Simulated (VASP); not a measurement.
```
Tm
1.0
    0.00000     2.47055     2.47055
    2.47055     0.00000     2.47055
    2.47055     2.47055     0.00000
Tm
1
Direct
  0.00000   0.00000   0.00000
```

Level of theory: PBEsol GGA, VASP's PBE PAW potentials (set 64) (plane waves; VASP). Numerical set-up: 400 eV cut-off, 12×12×12 Γ-centred mesh, first-order Methfessel-Paxton smearing of 0.10 eV, potentials Tm_3.

The 4f electrons are frozen in the core of the lanthanide potential, so 4f levels, which can set the real gap, and their magnetism are missing. Energy and stress use the plane-wave basis of the starting cell.

Task: The ions, cell shape and volume are relaxed. Which structure does the run end with?

Result: 
```
Tm
1.0
    0.00000     2.41909     2.41909
    2.41909     0.00000     2.41909
    2.41909     2.41909     0.00000
Tm
1
Cartesian
  0.00000   0.00000   0.00000
```
Space group Fm-3m (225), at a tolerance of 0.03 Å.

Task: How do energy and volume change from the first to the last step?

Result: The energy (σ→0) changes by -15.9 meV/atom and the volume by -6.1 %, in 3 ionic steps.

```json
[
 {"step": "1", "E(σ→0) (eV)": "-4.8578", "max force (eV/Å)": "0.000", "pressure (GPa)": "-2.67", "volume (Å³)": "30.16"},
 {"step": "2", "E(σ→0) (eV)": "-4.8731", "max force (eV/Å)": "0.000", "pressure (GPa)": "0.52", "volume (Å³)": "28.02"},
 {"step": "3", "E(σ→0) (eV)": "-4.8737", "max force (eV/Å)": "0.000", "pressure (GPa)": "0.02", "volume (Å³)": "28.31"}
]
```

The structure was generated: Tm was put into the fcc type (Fm-3m), which need not be its known phase. This run relaxes it. Symmetry was kept, so distortions that lower it aren't found.
